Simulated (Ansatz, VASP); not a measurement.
# Cross-check of Mg35Au between VASP and Ansatz

Aim: how closely do two programs agree when they are given the same cell, functional and k mesh? The structure shown is the end of the VASP relaxation below.

Method: plane waves, with VASP 6.6.1 beside it; single point at PBEsol, in Ansatz 0.2.0.

### Step 1. Starting point

The cell holds 36 atoms: 1 Au and 35 Mg. Its edges and angles: a = 9.551 Å, b = 9.551 Å, c = 10.221 Å, α = 90.0°, β = 90.0°, γ = 120.0°. It derives from Mg. Nearest the centre at fractional (0.000, 0.000, 0.000): Au1 at 0.00 Å, Mg24 at 3.05 Å, Mg23 at 3.05 Å, Mg36 at 3.05 Å, Mg35 at 3.05 Å, Mg20 at 3.05 Å, Mg19 at 3.05 Å, Mg13 at 3.10 Å.

### Step 2. VASP: relaxation, PBEsol

This run makes the geometry at which the two programs are then compared.

Lines of VASP's logs that name or quote its potential files are left out, and so is its time.

The input, INCAR:

```
SYSTEM = Mg35Au
PREC = Normal
ENCUT = 300
EDIFF = 1E-05
NELM = 120
ISMEAR = 1
SIGMA = 0.2
LREAL = Auto
ALGO = Fast
GGA = PS
NBANDS = 68
LASPH = .TRUE.
LORBIT = 11
LWAVE = .FALSE.
LCHARG = .TRUE.
KPAR = 4
IBRION = 2
NSW = 50
ISIF = 2
EDIFFG = -0.03
POTIM = 0.4
MAXMIX = 40
ISYM = 2
```

The input, POSCAR:

```
Mg35Au
1.0
    9.5507405628      0.0000000000      0.0000000000
   -4.7753702814      8.2711839522      0.0000000000
    0.0000000000      0.0000000000     10.2209445440
Au Mg
1 35
Direct
    0.0000000000      0.0000000000      0.0000000000
    0.0000000000      0.0000000000      0.5000000000
    0.0000000000      0.3333333300      0.0000000000
    0.0000000000      0.3333333300      0.5000000000
    0.0000000000      0.6666666700      0.0000000000
    0.0000000000      0.6666666700      0.5000000000
    0.3333333300      0.0000000000      0.0000000000
    0.3333333300      0.0000000000      0.5000000000
    0.3333333300      0.3333333300      0.0000000000
    0.3333333300      0.3333333300      0.5000000000
    0.3333333300      0.6666666700      0.0000000000
    0.3333333300      0.6666666700      0.5000000000
    0.6666666700      0.0000000000      0.0000000000
    0.6666666700      0.0000000000      0.5000000000
    0.6666666700      0.3333333300      0.0000000000
    0.6666666700      0.3333333300      0.5000000000
    0.6666666700      0.6666666700      0.0000000000
    0.6666666700      0.6666666700      0.5000000000
    0.1111111100      0.2222222200      0.2500000000
    0.1111111100      0.2222222200      0.7500000000
    0.1111111100      0.5555555600      0.2500000000
    0.1111111100      0.5555555600      0.7500000000
    0.1111111100      0.8888888900      0.2500000000
    0.1111111100      0.8888888900      0.7500000000
    0.4444444400      0.2222222200      0.2500000000
    0.4444444400      0.2222222200      0.7500000000
    0.4444444400      0.5555555600      0.2500000000
    0.4444444400      0.5555555600      0.7500000000
    0.4444444400      0.8888888900      0.2500000000
    0.4444444400      0.8888888900      0.7500000000
    0.7777777800      0.2222222200      0.2500000000
    0.7777777800      0.2222222200      0.7500000000
    0.7777777800      0.5555555600      0.2500000000
    0.7777777800      0.5555555600      0.7500000000
    0.7777777800      0.8888888900      0.2500000000
    0.7777777800      0.8888888900      0.7500000000
```

The input, KPOINTS:

```
Automatic mesh
0
Gamma
4 4 4
0 0 0
```

Potentials, in the order of the species: Au and Mg (PBE family, release 64).

Launch:

```bash
$ mpirun -np 4 vasp_std
```

Numbers of over 12 decimals in the logs are rounded to 6 here.

What it wrote:

```text
[banner, memory and clock lines left out]
running    4 mpi-ranks, on    1 nodes
[...]
|                                                                             |
|               ----> ADVICE to this user running VASP <----                  |
|                                                                             |
|     You enforced a specific xc type in the INCAR file but a different       |
|     [... a line on the potential file left out ...]
|     I HOPE YOU KNOW WHAT YOU ARE DOING!                                     |
|                                                                             |

 LDA part: xc-table for (Slater+PW92), standard interpolation
 POSCAR, INCAR and KPOINTS ok, starting setup
[...]
entering main loop
       N       E                     dE             d eps       ncg     rms          rms(c)
DAV:   1     0.725010900580E+02    0.72501E+02   -0.17088E+04  1632   0.563E+02
DAV:   2    -0.561651438607E+02   -0.12867E+03   -0.11366E+03  1992   0.865E+01
DAV:   3    -0.658695188778E+02   -0.97044E+01   -0.94083E+01  2032   0.192E+01
DAV:   4    -0.660208414504E+02   -0.15132E+00   -0.15083E+00  1916   0.271E+00
[...]
RMM:  10    -0.650771073807E+02    0.62550E-03   -0.31784E-03  1634   0.144E-01    0.480E-02
RMM:  11    -0.650771422602E+02   -0.34880E-04   -0.40972E-04  1655   0.477E-02    0.330E-02
RMM:  12    -0.650771441334E+02   -0.18732E-05   -0.77886E-05  1512   0.228E-02
   1 F= -.65077144E+02 E0= -.65068359E+02  d E =-.650771E+02
[... from here on, the cycles between the ionic steps are left out ...]
   2 F= -.65122157E+02 E0= -.65113301E+02  d E =-.450125E-01
   3 F= -.65217123E+02 E0= -.65208312E+02  d E =-.139979E+00
   4 F= -.65219670E+02 E0= -.65212173E+02  d E =-.142526E+00
   5 F= -.65250407E+02 E0= -.65242055E+02  d E =-.173263E+00
   6 F= -.65250429E+02 E0= -.65242110E+02  d E =-.173285E+00
   7 F= -.65254827E+02 E0= -.65246517E+02  d E =-.439787E-02
   8 F= -.65259122E+02 E0= -.65250856E+02  d E =-.869356E-02
[...]
reached required accuracy - stopping structural energy minimisation
```

Parts of OUTCAR (step 2):

```text
  Total       -3.2938870     -3.2938870     -5.2221050     -0.0000000     -0.0000000      0.0000000
  in kB       -6.5361728     -6.5361728    -10.3624017     -0.0000000     -0.0000000      0.0000000
  external PRESSURE =      -7.8115824 kB  Pullay stress =       0.0000000 kB

 POSITION                                       TOTAL-FORCE (eV/Angst)
 -----------------------------------------------------------------------------------
      0.00000      0.00000      0.00000         0.000000     -0.000000      0.000000
      0.00000      0.00000      5.11047         0.000000     -0.000000      0.000000
      7.98044      2.67179      0.00000        -0.001456      0.009566     -0.000000
     -1.57605      2.75052      5.11047        -0.000420      0.012173      0.000000
      6.30406      5.57537      0.00000         0.007556     -0.006044      0.000000
     -3.18138      5.53102      5.11047         0.010332     -0.006450     -0.000000
      3.09899      0.02403      0.00000         0.009012     -0.003522     -0.000000
     -1.60532      8.26083      5.11047         0.010752     -0.005723      0.000000
      1.57030      2.67179      0.00000         0.001456      0.009566     -0.000000
      1.57605      2.75052      5.11047         0.000420      0.012173      0.000000
     -0.00000      5.51412      0.00000         0.000000     -0.000000      0.000000
     -0.00000      5.51412      5.11047         0.000000     -0.000000      0.000000
      6.45175      0.02403      0.00000        -0.009012     -0.003522      0.000000
      1.60532      8.26083      5.11047        -0.010752     -0.005723     -0.000000
[...]
-----------------------------------------------------------------------------------
    total drift:                               -0.000040      0.000023      0.000000

  FREE ENERGIE OF THE ION-ELECTRON SYSTEM (eV)
  ---------------------------------------------------
  free  energy   TOTEN  =       -65.2591224974 eV

  energy  without entropy=      -65.2343218887  energy(sigma->0) =      -65.25085563

 reached required accuracy - stopping structural energy minimisation

[... 2 further parts left out ...]
[key lines of the parts left out:]
E-fermi :   2.7629
```

This run has no spin polarisation. Its electron count is odd, so without a moment it is a metal by construction. The run keeps the 12 symmetry operations of its start, so it cannot find a distortion of lower symmetry.

### Step 3. Ansatz: single point, PBEsol

Ansatz runs on its default PAW (the set named soft_2) files.

The same cell, functional, mesh and smearing now go to Ansatz, which takes its cutoff from its data sets.

The input, input.yaml:

```yaml
crystal:
  lattice:
    - [9.55074056, 0.0, 0.0]
    - [-4.77537028, 8.27118395, 0.0]
    - [0.0, 0.0, 10.22094454]
  atoms:
    - { symbol: Au, position: [0.0, 0.0, 0.0] }
    - { symbol: Mg, position: [0.0, 0.0, 0.5] }
    - { symbol: Mg, position: [0.99709506, 0.32302377, 0.0] }
    - { symbol: Mg, position: [0.00125238, 0.33254265, 0.5] }
    - { symbol: Mg, position: [0.99709506, 0.67407129, 0.0] }
    - { symbol: Mg, position: [0.00125238, 0.66870973, 0.5] }
    - { symbol: Mg, position: [0.32592871, 0.00290494, 0.0] }
    - { symbol: Mg, position: [0.33129027, 0.99874762, 0.5] }
    - { symbol: Mg, position: [0.32592871, 0.32302377, 0.0] }
    - { symbol: Mg, position: [0.33129027, 0.33254265, 0.5] }
    - { symbol: Mg, position: [0.33333333, 0.66666667, 0.0] }
    - { symbol: Mg, position: [0.33333333, 0.66666667, 0.5] }
    - { symbol: Mg, position: [0.67697623, 0.00290494, 0.0] }
    - { symbol: Mg, position: [0.66745735, 0.99874762, 0.5] }
    - { symbol: Mg, position: [0.66666667, 0.33333333, 0.0] }
    - { symbol: Mg, position: [0.66666667, 0.33333333, 0.5] }
    - { symbol: Mg, position: [0.67697623, 0.67407129, 0.0] }
    - { symbol: Mg, position: [0.66745735, 0.66870973, 0.5] }
    - { symbol: Mg, position: [0.10757122, 0.21514245, 0.24240705] }
    - { symbol: Mg, position: [0.10757122, 0.21514245, 0.75759295] }
    - { symbol: Mg, position: [0.11064192, 0.55532096, 0.24806027] }
    - { symbol: Mg, position: [0.11064192, 0.55532096, 0.75193973] }
    - { symbol: Mg, position: [0.10757122, 0.89242878, 0.24240705] }
    - { symbol: Mg, position: [0.10757122, 0.89242878, 0.75759295] }
    - { symbol: Mg, position: [0.44614664, 0.22307332, 0.25142361] }
    - { symbol: Mg, position: [0.44614664, 0.22307332, 0.74857639] }
    - { symbol: Mg, position: [0.44467904, 0.55532096, 0.24806027] }
    - { symbol: Mg, position: [0.44467904, 0.55532096, 0.75193973] }
    - { symbol: Mg, position: [0.44467904, 0.88935808, 0.24806027] }
    - { symbol: Mg, position: [0.44467904, 0.88935808, 0.75193973] }
    - { symbol: Mg, position: [0.77692668, 0.22307332, 0.25142361] }
    - { symbol: Mg, position: [0.77692668, 0.22307332, 0.74857639] }
    - { symbol: Mg, position: [0.77692668, 0.55385336, 0.25142361] }
    - { symbol: Mg, position: [0.77692668, 0.55385336, 0.74857639] }
    - { symbol: Mg, position: [0.78485755, 0.89242878, 0.24240705] }
    - { symbol: Mg, position: [0.78485755, 0.89242878, 0.75759295] }
hamiltonian:
  xc: pbesol
  pseudopotentials: { kind: paw }
kpoints:
  mp_grid: { grid: [4, 4, 4] }
scf:
  occupations: { method: methfessel_paxton, width: 0.2 }
  n_extra_bands: 13
output:
  forces: true
  eigenvalues: true
```

Launch:

```bash
$ ansatz run input.yaml --threads 8 --pin off --max-ram 18432MiB --backend cpu --events-out ev --progress --plain --runs-dir out
```

What it wrote:

```text
scf.n_extra_bands = 13 over 185 filled bands (N_el = 369.0): the run solves 198 bands
Engine: ansatz 0.2.0, aarch64-unknown-linux-gnu
Pseudopotentials: kind: paw
Pseudopotential: Au, paw, valence charge 19, recommended cutoff 420 eV (normal), Au.paw.azcp
Pseudopotential: Mg, paw, valence charge 10, recommended cutoff 420 eV (normal), Mg.paw.azcp
Functional definition: PBEsol
  exchange = pbesol_x
  correlation = pbesol_c
Crystal: 36 atoms, lattice volume = 807.413 Å³
Basis set: ecut = 420 eV, 15731 PW (Γ), exchange–correlation on 128×128×144 points (8 copies of the dense FFT grid, shifted against one another)
Bands: 198, of which v1, the nominal top of the filled ones, is band 185 counted from 1 (184 counted from 0)
Symmetry: 12 space group operations
Space group: P-6m2 (ITA 187), of the structure as read, at distance tolerance 9.3e-5 Å
k-points: 12 of 64 (time reversal used)
Non-local potential: Au, projectors of the file, l = 0: 3, l = 1: 2, l = 2: 2, l = 3: 1
Non-local potential: Mg, projectors of the file, l = 0: 3, l = 1: 2, l = 2: 1
PAW form: soft (Blöchl's): semilocal exchange-correlation on the pseudo side does not see the compensation charge
PAW frozen core: Au, regenerated for the run's functional, and the local potential with it (the file was generated under x = pbe(κ = 0.804, μ = 0.219515), c = pbe(β = 0.066725))
PAW frozen core: Mg, regenerated for the run's functional, and the local potential with it (the file was generated under x = pbe(κ = 0.804, μ = 0.219515), c = pbe(β = 0.066725))
PAW one-centre angular grid: Au, 590 points (default); XC on 64 Gauss nodes
PAW one-centre angular grid: Mg, 110 points (default); XC on 64 Gauss nodes
Initial density: superposition of atomic densities (neutral atoms: chi_scale 0, normalization atom), corrected by the library's trained network
Initial wavefunctions: pseudopotential atomic-orbital guess
Functional: x = pbesol(κ = 0.804, μ = 0.123457), c = pbesol(β = 0.046)
SCF iter   1: F=—  HF=-79929.897084 eV  |F-HF|=—  |Δ(HF+E_count)|=         —  Δρ=2.34e-3  dr2=3.85e-2  ethr=1.77e-3  ⟨swp⟩=5.0  Hψ=8022  notcnv=0
preconditioner: auto → Kerker (q_TF=auto, 2.394 Å⁻¹)  [metal: Δε(μ)=0.009 eV  Ē_g=3.890 eV  σ=0.200 eV  W_gap=0.04  n_scr=210 (ndim 8)  ℏωp=11.8 eV  f_vac=0.000  D(μ)=17.91/eV (n_scr^D=108)]
SCF iter   2: F=—  HF=-79929.881489 eV  |F-HF|=—  |Δ(HF+E_count)|=   1.56e-2  S|Δr|=    0.00e0  Δρ=1.08e-3  dr2=1.58e-2  ethr=1.04e-5  ⟨swp⟩=2.9  Hψ=5286  notcnv=0
SCF iter   3: F=—  HF=-79929.877940 eV  |F-HF|=—  |Δ(HF+E_count)|=   3.55e-3  S|Δr|=    0.00e0  Δρ=3.87e-4  dr2=3.19e-3  ethr=4.27e-6  ⟨swp⟩=3.0  Hψ=4269  notcnv=0
SCF iter   4: F=—  HF=-79929.877257 eV  |F-HF|=—  |Δ(HF+E_count)|=   6.83e-4  S|Δr|=    0.00e0  Δρ=9.33e-5  dr2=1.29e-4  ethr=8.64e-7  ⟨swp⟩=2.0  Hψ=4157  notcnv=0
SCF iter   5: F=—  HF=-79929.877251 eV  |F-HF|=—  |Δ(HF+E_count)|=   6.53e-6  S|Δr|=    0.00e0  Δρ=3.28e-5  dr2=7.71e-6  ethr=3.50e-8  ⟨swp⟩=2.0  Hψ=4604  notcnv=0
SCF iter   6: F=—  HF=-79929.877485 eV  |F-HF|=—  |Δ(HF+E_count)|=   2.35e-4  S|Δr|=    0.00e0  Δρ=5.56e-6  dr2=5.68e-7  ethr=2.09e-9  ⟨swp⟩=2.0  Hψ=4614  notcnv=0
SCF iter   7: F=-79929.877485 eV  HF=-79929.877485 eV  |F-HF|=5.02e-8  |Δ(HF+E_count)|=   8.35e-8  S|Δr|=    0.00e0  Δρ=1.91e-6  dr2=6.91e-8  ethr=2.71e-11  ⟨swp⟩=6.7  Hψ=9605  notcnv=0
SCF 1 converged in 7 iterations: F = -79929.877485 eV  dr2 = 6.91e-8
  greatest PAW one-centre occupation: 1.001 electrons in one spin orbital (limit 2), on the Au atom at site 0 (counted from 0), in its partial waves of l = 0
SCF converged after 7 iterations
Stability not checked: this state was not tested for a lower state beside it, because cold or Methfessel-Paxton smearing, or corrected tetrahedra, fill the levels in a way that the test cannot read (fill_not_monotonic; see scf.lower_state_search)
Free energy (F): -79929.877485 eV
Harris-Foulkes:  -79929.877485 eV  (|F-HF|=5.02e-8)
Internal energy: -79929.852678 eV  (E = F + TS)
E sigma→0 (E₀):  -79929.871283 eV
Entropy (-TS):   -0.024807 eV (-0.689 meV/atom)
Fermi energy:    5.997950 eV
--- Per-component energies (eV) ---
  E_band       = -12803.226376
  E_kinetic    = 3226.036161
  E_local      = -59552.310454  (includes V_loc(G=0)·N_el)
  E_nonlocal   = 3446.669881
  E_hartree    = 21466.001058
  E_xc         = -1212.593049
  E_vxc        = -1552.962267  (∫ρ·V_xc dr)
  E_paw        = -19408.760541  (= ΣΔE_a)
  E_vpaw       = -1302.652240  (= ΣTr[D̂ρ^β])
  E_aug_tail   = 0.001292  (compensation charges beyond the density's cutoff)
  E_ewald      = -27897.266686
  E_core_change = 2.369658  (= ΣΔE_core)
  E_smearing   = -0.024807  (= −TS)
  E_closure    = 0.000000  (closes the sum)
  Σ components = -79929.877485   (vs F -79929.877485, Δ=0.00e0)
--- Forces (eV/Å), atoms counted from 1 ---
  atom   1  Au     0.00000000    -0.00000000    -0.00000000
  atom   2  Mg     0.00000000    -0.00000000    -0.00000000
  atom   3  Mg    -0.00154827     0.01067516     0.00000000
  atom   4  Mg    -0.00030875     0.01187130    -0.00000000
  atom   5  Mg     0.00847082    -0.00667842    -0.00000000
  atom   6  Mg     0.01012647    -0.00620303    -0.00000000
  atom   7  Mg     0.01001909    -0.00399674    -0.00000000
  atom   8  Mg     0.01043522    -0.00566827    -0.00000000
  atom   9  Mg     0.00154827     0.01067516    -0.00000000
  atom  10  Mg     0.00030875     0.01187130    -0.00000000
  atom  11  Mg     0.00000000     0.00000000     0.00000000
  atom  12  Mg     0.00000000    -0.00000000    -0.00000000
  atom  13  Mg    -0.01001909    -0.00399674    -0.00000000
  atom  14  Mg    -0.01043522    -0.00566827    -0.00000000
  atom  15  Mg    -0.00000000    -0.00000000    -0.00000000
  atom  16  Mg     0.00000000    -0.00000000    -0.00000000
  atom  17  Mg    -0.00847082    -0.00667842    -0.00000000
  atom  18  Mg    -0.01012647    -0.00620303    -0.00000000
  atom  19  Mg     0.00000000     0.01611841    -0.00720862
  atom  20  Mg     0.00000000     0.01611841     0.00720862
  atom  21  Mg    -0.00142363    -0.00082194    -0.00822328
  atom  22  Mg    -0.00142363    -0.00082194     0.00822328
  atom  23  Mg     0.01395895    -0.00805921    -0.00720862
  atom  24  Mg     0.01395895    -0.00805921     0.00720862
[...]
atom  29  Mg     0.00000000     0.00164387    -0.00822328
  atom  30  Mg     0.00000000     0.00164387     0.00822328
  atom  31  Mg     0.00174538    -0.00100770     0.01210750
  atom  32  Mg     0.00174538    -0.00100770    -0.01210750
  atom  33  Mg    -0.00000000     0.00201539     0.01210750
  atom  34  Mg    -0.00000000     0.00201539    -0.01210750
  atom  35  Mg    -0.01395895    -0.00805921    -0.00720862
  atom  36  Mg    -0.01395895    -0.00805921     0.00720862
  max |Σ_I F_I| component: 3.12e-17 eV/Å
--- Band table (eV; the first three rows and the last of 12) ---
  k-point 0: bands = [... 181 lower, 6.3380, 6.4089, 6.4373, 6.4518, 6.4518, 6.5389, 6.5389, 6.6545, ... 9 higher]
  k-point 1: bands = [... 181 lower, 5.6103, 5.6103, 5.9630, 6.0746, 6.1260, 6.1260, 6.2309, 6.2309, ... 9 higher]
  k-point 2: bands = [... 181 lower, 5.7442, 5.7497, 5.7497, 5.7689, 5.7689, 5.7781, 5.9458, 5.9458, ... 9 higher]
  k-point 11: bands = [... 181 lower, 5.1041, 5.1498, 5.7293, 5.7365, 6.3537, 6.4346, 6.4991, 6.5406, ... 9 higher]
```

The job ended after 41 s (8 threads of Arm Neoverse N1, shared host; peak memory 5.7 GiB; 5.4 min of CPU time).

### Step 4. Differences

Known differences besides the potentials themselves: the data sets hold 369 valence electrons in Ansatz (default PAW (the set named soft_2) files) and 81 in VASP; the cutoff is 420 eV in Ansatz and 300 eV in VASP (PREC = Normal, projectors in real space); Ansatz makes its cores anew for this functional, VASP keeps those of its PBE data sets. Total energies have different zeros and are not compared.

VASP's last cycles still show a density residual of 4e-03, so its state may not be settled.

### Step 5. Results

```yaml
r_m_s_force_difference_single_point_pbesol: 0.54 meV/Å
```

In words: The r.m.s. force difference is 0.54 meV/Å (single point, PBEsol), within the 12 meV/Å picked in this series as the mark of a large difference. How closely two codes agree says nothing of how well the functional describes the real material.

[Lines on the potential files, build, host, timing and source positions are cut from VASP's logs without a mark.]

[Logs are printed without paths, hosts, clocks, repeated set-up lines and the standing remarks that a program may print on its own settings, such as how far it seeks lower states.]

[Hosts, paths, dates, database ids (printed as entryN), source tags and the programs' standing remarks are cut or masked in the printed files.]
